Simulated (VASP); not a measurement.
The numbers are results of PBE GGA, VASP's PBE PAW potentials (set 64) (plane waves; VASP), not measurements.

Input for VASP

### POSCAR
```
AgCl
1
    0.0000000000     2.7985296693     2.7985296693
    2.7985296693     0.0000000000     2.7985296693
    2.7985296693     2.7985296693     0.0000000000
Ag Cl
1 1
Direct
  0.0000000000   0.0000000000   0.0000000000
  0.5000000000   0.5000000000   0.5000000000
```

INCAR:
```
SYSTEM = AgCl
PREC = Accurate
ENCUT = 500
EDIFF = 1E-6
NELM = 100
ALGO = Normal
LREAL = .FALSE.
LASPH = .TRUE.
ISMEAR = 0
SIGMA = 0.05
GGA = PE
LMAXMIX = 4
LWAVE = .FALSE.
LCHARG = .FALSE.
IBRION = 2
ISIF = 3
NSW = 40
EDIFFG = -0.02
```

KPOINTS:
```
Automatic mesh
0
Gamma
8 8 8
0 0 0
```

POTCAR, in this order: Ag Cl (PBE.64 set). Program: vasp_std.

### Question
Predict the energy per atom (σ→0), volume per atom, band gap (on the k-mesh).

### Answer

```
Quantity                           Value
------------------------  --------------
energy per atom (σ→0)     -2.701 eV/atom
band gap (on the k-mesh)         0.92 eV
volume per atom            22.01 Å³/atom
```

File OSZICAR:
```
...
       N       E                     dE             d eps       ncg     rms          rms(c)
DAV:   1    -0.540417261838E+01   -0.31699E-02   -0.56689E-02   754   0.264E+00    0.377E-01
DAV:   2    -0.540135077762E+01    0.28218E-02   -0.78382E-03   754   0.109E+00    0.115E-01
DAV:   3    -0.540115881139E+01    0.19197E-03   -0.64924E-04   769   0.219E-01    0.839E-02
DAV:   4    -0.540113957480E+01    0.19237E-04   -0.23090E-05   809   0.524E-02    0.227E-02
DAV:   5    -0.540113542154E+01    0.41533E-05   -0.70816E-06   874   0.404E-02    0.414E-03
DAV:   6    -0.540113517642E+01    0.24512E-06   -0.11537E-06   377   0.141E-02
   2 F= -.54011352E+01 E0= -.54011352E+01  d E =-.132416E-03
```

The compound is AgCl in the rock salt structure. This run relaxes it. Symmetry was kept, so distortions that lower it aren't found.
